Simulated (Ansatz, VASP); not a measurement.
**Zn (Zinc): VASP beside Ansatz**

One calculation is typed for both programs; each brings its own data sets and cutoff. How far apart do they land?

Main program and level: Ansatz 0.2.0; plane waves, with VASP 6.6.1 beside it; relaxation of cell and atoms at PBE.

The database entry behind the starting cell differs from later determinations by our own check (about 0.3 % long), so it need not match the best structure at ambient conditions.

### 1. The structure

It takes space group P6_3/mmc (No. 194, hexagonal). Conventional cell: a = 2.670 Å, b = 2.670 Å, c = 4.966 Å, α = 90.00°, β = 90.00°, γ = 120.00°. Nearest to Zn lie 12 Zn at 2.67 to 2.92 Å.

### 2. Ansatz: relaxation of cell and atoms, PBE

Ansatz runs on its default PAW (the set named soft_2) files.

The relaxed volume is the usual yardstick between codes: its relative difference is about their pressure difference at one cell divided by the bulk modulus.

Input file input.yaml:

```yaml
crystal:
  lattice:
    - [2.67, 0.0, 0.0]
    - [-1.335, 2.3122878281, 0.0]
    - [0.0, 0.0, 4.966]
  atoms:
    - { symbol: Zn, position: [0.3333333333, 0.6666666667, 0.25] }
    - { symbol: Zn, position: [0.6666666667, 0.3333333333, 0.75] }
hamiltonian:
  xc: pbe
  pseudopotentials: { kind: paw }
kpoints:
  mp_grid: { grid: [10, 10, 5] }
scf:
  occupations: { method: fermi_dirac, width: 0.05 }
relax:
  f_tol: 0.01
  max_steps: 60
  cell: { stress_tol: 0.05 }
output:
  forces: true
  stress: true
```

Started as:

```bash
ansatz run input.yaml --threads 4 --pin off --max-ram 9216MiB --backend cpu --events-out ev --progress --plain --runs-dir out
```

Numbers of over 12 decimals in the logs are rounded to 6 here.

Log:

```text
Engine: ansatz 0.2.0, x86_64-unknown-linux-gnu
Pseudopotentials: kind: paw
Pseudopotential: Zn, paw, valence charge 12, recommended cutoff 420 eV (normal), Zn.paw.azcp
Functional definition: PBE
  parameter kappa = 0.804
  parameter beta = 0.066725
  exchange = pbe_x(kappa = kappa, mu = beta*pi^2/3)
  correlation = pbe_c(beta = beta)
Crystal: 2 atoms, lattice volume = 30.659 Å³
Basis set: ecut = 420 eV, 623 PW (Γ), exchange–correlation on 36×36×72 points (8 copies of the dense FFT grid, shifted against one another)
Bands: 16, of which v1, the nominal top of the filled ones, is band 12 counted from 1 (11 counted from 0)
Symmetry: 24 space group operations
Space group: P63/mmc (ITA 194), of the structure as read, at distance tolerance 3.1e-5 Å
k-points: 42 of 500
Non-local potential: Zn, projectors of the file, l = 0: 2, l = 1: 2, l = 2: 3, l = 3: 1
PAW form: soft (Blöchl's): semilocal exchange-correlation on the pseudo side does not see the compensation charge
PAW one-centre angular grid: Zn, 590 points (default); XC on 64 Gauss nodes
Initial density: superposition of atomic densities (neutral atoms: chi_scale 0, normalization atom), corrected by the library's trained network
Initial wavefunctions: pseudopotential atomic-orbital guess
Functional: x = pbe(κ = 0.804, μ = 0.219515), c = pbe(β = 0.066725)
SCF iter   1: F=—  HF=-6638.075647 eV  |F-HF|=—  |Δ(HF+E_count)|=         —  Δρ=1.01e-3  dr2=1.64e-4  ethr=1.77e-3  ⟨swp⟩=5.3  Hψ=3393  notcnv=0
preconditioner: auto → none  [insulator: Δε(μ)=0.280 eV  Ē_g=13.038 eV  σ=0.050 eV  W_gap=0.84  n_scr=4 (ndim 8)  ℏωp=32.9 eV  f_vac=0.000  D(μ)=0.24/eV (n_scr^D=0)  ε∞_Penn≈7.3]
SCF iter   2: F=—  HF=-6638.075921 eV  |F-HF|=—  |Δ(HF+E_count)|=   2.74e-4  Δρ=7.86e-4  dr2=9.30e-5  ethr=6.81e-7  ⟨swp⟩=2.5  Hψ=1618  notcnv=0
SCF iter   3: F=—  HF=-6638.075901 eV  |F-HF|=—  |Δ(HF+E_count)|=   2.07e-5  Δρ=2.99e-4  dr2=1.01e-5  ethr=3.87e-7  ⟨swp⟩=2.0  Hψ=1102  notcnv=0
SCF iter   4: F=—  HF=-6638.075923 eV  |F-HF|=—  |Δ(HF+E_count)|=   2.26e-5  Δρ=1.02e-4  dr2=1.63e-6  ethr=4.22e-8  ⟨swp⟩=2.3  Hψ=1192  notcnv=0
iter 5 did not close the SCF: its close was put off for the readings that it lacked (scf_convergence_deferred on its scf_iter line)
SCF iter   5: F=-6638.075924 eV  HF=-6638.075924 eV  |F-HF|=2.92e-8  |Δ(HF+E_count)|=   3.87e-7  Δρ=1.05e-5  dr2=1.42e-8  ethr=6.81e-9  ⟨swp⟩=2.0  Hψ=1173  notcnv=0
SCF iter   6: F=-6638.075924 eV  HF=-6638.075924 eV  |F-HF|=5.82e-11  |Δ(HF+E_count)|=   3.18e-8  Δρ=9.57e-7  dr2=1.53e-10  ethr=5.93e-11  ⟨swp⟩=2.6  Hψ=2619  notcnv=0
SCF 1 converged in 6 iterations: F = -6638.075924 eV  dr2 = 1.53e-10
  greatest PAW one-centre occupation: 0.981 electrons in one spin orbital (limit 2), on the Zn atom at site 1 (counted from 0), in its partial waves of l = 2
relax step   1: F+E_penalty+E_count = -6638.07592366 eV  Δ(F+E_penalty+E_count) = +0.000e0 eV  max|allowed force component| = 9.252e-17 eV/Å  Δτ_max = 0.0000 Å  P = -0.845 GPa  Ω = 30.659 Å³  (6 SCF iters, dr2 threshold 1.00e-7 eV, accepted)
[...]
relax step   2: F+E_penalty+E_count = -6638.07733425 eV  Δ(F+E_penalty+E_count) = -1.411e-3 eV  max|allowed force component| = 2.220e-16 eV/Å  Δτ_max = 0.0000 Å  P = -0.287 GPa  Ω = 30.463 Å³  energy of the carried Pulay correction = +1.190e-4 eV  (4 SCF iters, dr2 threshold 2.00e-7 eV, accepted)
[...]
relax step   3: F+E_penalty+E_count = -6638.07758098 eV  Δ(F+E_penalty+E_count) = -2.467e-4 eV  max|allowed force component| = 4.996e-16 eV/Å  Δτ_max = 0.0000 Å  P = +0.006 GPa  Ω = 30.373 Å³  energy of the carried Pulay correction = +1.716e-4 eV  (4 SCF iters, dr2 threshold 2.00e-7 eV, accepted)
[...]
relax step   4: F+E_penalty+E_count = -6638.07742290 eV  Δ(F+E_penalty+E_count) = +1.581e-4 eV  max|allowed force component| = 4.348e-16 eV/Å  Δτ_max = 0.0000 Å  P = +0.006 GPa  Ω = 30.373 Å³  stress off target by 1.56e-2 GPa  SCF on the basis re-selected at this cell (its energy is not comparable with the rows above)  (5 SCF iters)
basis re-selected at this cell: Δ(F+E_penalty+E_count) = +1.581e-4 eV, ΔP = +0.000 GPa vs the last step (what re-selecting the basis moved, of the pressure what is left beyond the Pulay correction that the steps carried, after the strain that the cell walked since its last selection, with what the two solves' SCF thresholds leave and, on support functions, any second-order correction that the steps lacked; it is no m [...]
SCF converged after 5 iterations
Free energy (F): -6638.077423 eV
Harris-Foulkes:  -6638.077423 eV  (|F-HF|=5.46e-12)
Internal energy: -6638.074976 eV  (E = F + TS)
E sigma→0 (E₀):  -6638.076199 eV
Entropy (-TS):   -0.002447 eV (-1.223 meV/atom)
Fermi energy:    10.858018 eV
--- Per-component energies (eV) ---
  E_band       = 97.852696
  E_kinetic    = 261.993098
  E_local      = -3073.829284  (includes V_loc(G=0)·N_el)
  E_nonlocal   = 1220.862962
  E_hartree    = 1288.624863
  E_xc         = -275.509017
  E_vxc        = -105.341439  (∫ρ·V_xc dr)
  E_paw        = -3649.367489  (= ΣΔE_a)
  E_vpaw       = -783.081635  (= ΣTr[D̂ρ^β])
  E_aug_tail   = -0.000750  (compensation charges beyond the density's cutoff)
  E_ewald      = -2410.849359
  E_smearing   = -0.002447  (= −TS)
  E_closure    = -0.000000  (closes the sum)
  Σ components = -6638.077423   (vs F -6638.077423, Δ=0.00e0)
--- Forces (eV/Å), atoms counted from 1 ---
  atom   1  Zn    -0.00000000    -0.00000000     0.00000000
  atom   2  Zn     0.00000000     0.00000000    -0.00000000
  max |Σ_I F_I| component: 3.70e-17 eV/Å
--- Stress (GPa, compression-positive) ---
        0.015563       0.000000       0.000000
       -0.000000       0.015563       0.000000
        0.000000       0.000000      -0.013915
  P = ⅓ Tr σ = 0.0057 GPa (0.057 kbar)
--- Relaxed structure (3 steps of the walk, 3 accepted, 1 SCFs on fresh bases) ---
  F+E_penalty+E_count = -6638.07742290 eV   max|allowed force component| = 4.348e-16 eV/Å   (the final SCF, on the basis selected at the relaxed cell)
  cell:  # Å, volume = 30.3732 Å³
    - [2.654065, 0, 0]
    - [-1.327032, 2.298488, 0]
    - [0, 0, 4.978941]
  atoms:
    - { symbol: Zn, position: [0.333333, 0.666667, 0.25] }
    - { symbol: Zn, position: [0.666667, 0.333333, 0.750000] }
```

The job ended after 7.2 s (4 threads of Intel Xeon Platinum 8259CL at 2.50GHz (Skylake/Cascade Lake), shared host; peak memory 0.45 GiB).

### 3. VASP: relaxation of cell and atoms, PBE

The same cell, functional, mesh and smearing now go to VASP, with its own data sets and cutoff.

Lines of VASP's logs that name or quote its potential files are left out, and so is its time.

Input file INCAR:

```
SYSTEM = Zn
PREC = Accurate
ENCUT = 520
EDIFF = 1E-06
NELM = 100
ISMEAR = -1
SIGMA = 0.05
LREAL = .FALSE.
ALGO = Normal
GGA = PE
NBANDS = 18
LORBIT = 11
LWAVE = .FALSE.
LCHARG = .FALSE.
KPAR = 2
IBRION = 2
NSW = 60
ISIF = 3
EDIFFG = -0.01
```

Input file POSCAR:

```
Zn
1.0
    2.6700000000      0.0000000000      0.0000000000
   -1.3350000000      2.3122878281      0.0000000000
    0.0000000000      0.0000000000      4.9660000000
Zn
2
Direct
    0.3333333333      0.6666666667      0.2500000000
    0.6666666667      0.3333333333      0.7500000000
```

Input file KPOINTS:

```
Automatic mesh
0
Gamma
10 10 5
0 0 0
```

Potentials, in the order of the species: Zn (PBE family, release 64).

Started as:

```bash
mpirun -np 2 vasp_std
```

Log:

```text
[banner, memory and clock lines left out]
running    2 mpi-ranks, on    1 nodes
 distrk:  each k-point on    1 cores,    2 groups
 distr:  one band on    1 cores,    1 groups

 POSCAR found type information on POSCAR Zn
 POSCAR found :  1 types and       2 ions
 LDA part: xc-table for (Slater+PW92), standard interpolation
 POSCAR, INCAR and KPOINTS ok, starting setup
 FFT: planning ... GRIDC
 FFT: planning ... GRID_SOFT
 FFT: planning ... GRID
 WAVECAR not read
 entering main loop
       N       E                     dE             d eps       ncg     rms          rms(c)
DAV:   1     0.108370471812E+03    0.10837E+03   -0.12591E+04  1568   0.213E+03
DAV:   2     0.186328003149E+01   -0.10651E+03   -0.10376E+03  1512   0.298E+02
DAV:   3    -0.241334051398E+01   -0.42766E+01   -0.42628E+01  1736   0.683E+01
DAV:   4    -0.243588653170E+01   -0.22546E-01   -0.22541E-01  1692   0.507E+00
DAV:   5    -0.243591718412E+01   -0.30652E-04   -0.30652E-04  1668   0.169E-01    0.389E+00
DAV:   6    -0.224359550351E+01    0.19232E+00   -0.83570E-01  1646   0.193E+01    0.294E+00
DAV:   7    -0.223501441817E+01    0.85811E-02   -0.27759E-02  1892   0.283E+00    0.152E+00
DAV:   8    -0.223070144390E+01    0.43130E-02   -0.18893E-03  2006   0.666E-01    0.470E-02
DAV:   9    -0.223071341757E+01   -0.11974E-04   -0.23932E-04  2046   0.205E-01    0.347E-02
DAV:  10    -0.223071686285E+01   -0.34453E-05   -0.23083E-05  1594   0.574E-02    0.287E-03
DAV:  11    -0.223071671720E+01    0.14565E-06   -0.91767E-08   958   0.363E-03
   1 F= -.22307167E+01 E0= -.22295336E+01  d E =-.223072E+01
[...]
2 F= -.22313845E+01 E0= -.22301654E+01  d E =-.667808E-03
[...]
3 F= -.22313848E+01 E0= -.22301652E+01  d E =-.668104E-03
 curvature:  -0.50 expect dE=-0.312E-04 dE for cont linesearch -0.396E-07
 trial: gam= 0.05347 g(F)=  0.129E-44 g(S)=  0.628E-04 ort =-0.105E-04 (trialstep = 0.100E+01)
 search vector abs. value=  0.656E-04
 bond charge predicted
       N       E                     dE             d eps       ncg     rms          rms(c)
DAV:   1    -0.223219027562E+01   -0.80471E-03   -0.10101E-02  1696   0.151E+00    0.192E-01
DAV:   2    -0.223156828276E+01    0.62199E-03   -0.20359E-03  1692   0.911E-01    0.783E-02
DAV:   3    -0.223146301159E+01    0.10527E-03   -0.56500E-05  1714   0.121E-01    0.411E-02
DAV:   4    -0.223142494320E+01    0.38068E-04   -0.29074E-05  2094   0.841E-02    0.414E-03
DAV:   5    -0.223142564763E+01   -0.70443E-06   -0.55319E-06  1464   0.259E-02
   4 F= -.22314256E+01 E0= -.22302053E+01  d E =-.408260E-04
 trial-energy change:   -0.000041  1 .order   -0.000032   -0.000063   -0.000001
 step:   1.0148(harm=  1.0241)  dis= 0.00000  next Energy=    -2.231426 (dE=-0.408E-04)
 reached required accuracy - stopping structural energy minimisation
```

From OUTCAR (step 3):

```text
ion  position               nearest neighbor table
   1  0.333  0.667  0.250-   2 2.92   2 2.92   2 2.92   2 2.92   2 2.92   2 2.92
   2  0.667  0.333  0.750-   1 2.92   1 2.92   1 2.92   1 2.92   1 2.92   1 2.92

  LATTYP: Found a hexagonal cell.
 ALAT       =     2.6700000000
 C/A-ratio  =     1.8599250936

 Subroutine GETGRP returns: Found 24 space group operations
 (whereof 12 operations were pure point group operations)

The static configuration has the point symmetry D_3d.
 The point group associated with its full space group is D_6h.

 Found     42 irreducible k-points:

   k-points           NKPTS =     42   k-points in BZ     NKDIM =     42   number of bands    NBANDS=     18

   dimension x,y,z NGX =    20 NGY =   20 NGZ =   40
   dimension x,y,z NGXF=    40 NGYF=   40 NGZF=   80

   ENCUT  =  520.0 eV  38.22 Ry    6.18 a.u.   4.96  4.96  9.23*2*pi/ulx,y,z

   NELECT =      24.0000    total number of electrons

 k-points in reciprocal lattice and weights: Automatic mesh
   0.00000000  0.00000000  0.00000000       0.002
   0.10000000  0.00000000  0.00000000       0.012
   0.20000000  0.00000000  0.00000000       0.012
   0.30000000  0.00000000  0.00000000       0.012
   0.40000000  0.00000000  0.00000000       0.012
   0.50000000  0.00000000  0.00000000       0.006
   0.10000000  0.10000000  0.00000000       0.012
   0.20000000  0.10000000  0.00000000       0.024
   0.30000000  0.10000000  0.00000000       0.024
[...]
0.40000000  0.20000000  0.40000000       0.024
   0.30000000  0.30000000  0.40000000       0.024

 average (electrostatic) potential at core
       1 -36.9233       2 -36.9233

 E-fermi :   2.9003

 k-point     1 :       0.0000    0.0000    0.0000
  band No.  band energies     occupation
    ...
      9      -4.1997      2.00000
     10      -4.0011      2.00000
     11      -4.0011      2.00000
     12      -0.5652      2.00000
     13      -0.0389      2.00000
     14      16.4155      0.00000
     15      20.1012      0.00000
     16      20.6712      0.00000
     17      20.6713      0.00000
     18      22.2999      0.00000

 k-point     2 :       0.1000    0.0000    0.0000
  band No.  band energies     occupation
    ...
      9      -4.2257      2.00000
     10      -4.1460      2.00000
     11      -3.9988      2.00000
     12      -0.1061      2.00000
     13       0.1202      2.00000
     14      16.7318      0.00000
     15      16.8002      0.00000
     16      18.6940      0.00000
     17      19.9427      0.00000
     18      20.8155      0.00000

 k-point     3 :       0.2000    0.0000    0.0000
  band No.  band energies     occupation
    ...
      9      -4.2930      2.00000
     10      -4.2878      2.00000
     11      -3.9988      2.00000
     12       0.6650      2.00000
     13       1.0847      2.00000
     14      12.1314      0.00000
     15      16.4924      0.00000
     16      17.2918      0.00000
     17      17.5503      0.00000
     18      19.0974      0.00000

  Total       -0.0149968     -0.0149968      0.0004893      0.0000000      0.0000000      0.0000000
  in kB       -0.7882982     -0.7882982      0.0257214      0.0000000      0.0000000      0.0000000
  external PRESSURE =      -0.5169583 kB  Pullay stress =       0.0000000 kB

  energy-cutoff  :      520.00
  volume of cell :       30.48
      direct lattice vectors                 reciprocal lattice vectors
     2.659056190  0.000000000  0.000000000     0.376073286  0.217126013  0.000000000
    -1.329528095  2.302810210 -0.000000000    -0.000000000  0.434252026  0.000000000
     0.000000000 -0.000000000  4.977760293    -0.000000000 -0.000000000  0.200893563

 POSITION                                       TOTAL-FORCE (eV/Angst)
 -----------------------------------------------------------------------------------
     -0.00000      1.53521      1.24444        -0.000000      0.000000      0.000000
      1.32953      0.76760      3.73332         0.000000     -0.000000     -0.000000
 -----------------------------------------------------------------------------------
    total drift:                               -0.000000      0.000000      0.000000

  FREE ENERGIE OF THE ION-ELECTRON SYSTEM (eV)
  ---------------------------------------------------
  free  energy   TOTEN  =        -2.2314256476 eV

  energy  without entropy=       -2.2289850131  energy(sigma->0) =       -2.23020533

 reached required accuracy - stopping structural energy minimisation

 total charge
# of ion       s       p       d       tot
------------------------------------------
    1        0.596   0.444   9.721  10.761
    2        0.596   0.444   9.721  10.761
--------------------------------------------------
tot          1.192   0.888  19.442  21.522

[... 3 further parts left out ...]
```

CONTCAR:

```
Zn
   1.00000000000000
     2.6590561896895535    0.0000000000000000    0.0000000000000000
    -1.3295280948447767    2.3028102103570101   -0.0000000000000000
     0.0000000000000000   -0.0000000000000000    4.9777602934025262
  Zn
     2
Direct
     0.3333333332999970    0.6666666667000030    0.2500000000000000
     0.6666666667000030    0.3333333332999970    0.7500000000000000
```

The k-mesh is coarse for a metal. The run keeps the 24 symmetry operations of its start, so it cannot find a distortion of lower symmetry.

### 4. Side by side

Known differences besides the potentials themselves: both relaxations stop at a tolerance, which leaves soft axes loose, and VASP keeps its plane-wave basis; the cutoff is 420 eV in Ansatz and 520 eV in VASP; VASP leaves aspherical gradient terms in its spheres out (LASPH is not set), Ansatz keeps them; Ansatz adds a Pulay correction to the stress that steers its cell, VASP none. Total energies have different zeros and are not compared.

Both answers:

```
                                         quantity  Ansatz   VASP  difference
                                      volume (Å³)   30.37  30.48     -0.35 %
edge a after relaxation, in the typed setting (Å)   2.654  2.659     -0.19 %
edge c after relaxation, in the typed setting (Å)   4.979  4.978     +0.02 %
```

The walks stopped with 0.01 GPa left in Ansatz and -0.05 GPa in VASP; each walk ends within a tolerance, so the volume difference is uncertain by about these residues over the bulk modulus, most in soft cells.

### 5. Results

| Item | Value |
| --- | --- |
| difference in volume (relaxation of cell and atoms, PBE) | -0.35 % |

**Reading.** The difference in volume is -0.35 % (relaxation of cell and atoms, PBE), within the 1.2 % picked in this series as the mark of a large difference, as far as the stopping tolerances let one tell. Such differences can come from data sets, numerical settings and the points named under the comparisons, not from the functional's error against experiment.

[Lines on the potential files, build, host, timing and source positions are cut from VASP's logs without a mark.]

[Logs are printed without paths, hosts, clocks, repeated set-up lines and the standing remarks that a program may print on its own settings, such as how far it seeks lower states.]

[Hosts, paths, dates, database ids (printed as entryN), source tags and the programs' standing remarks are cut or masked in the printed files.]
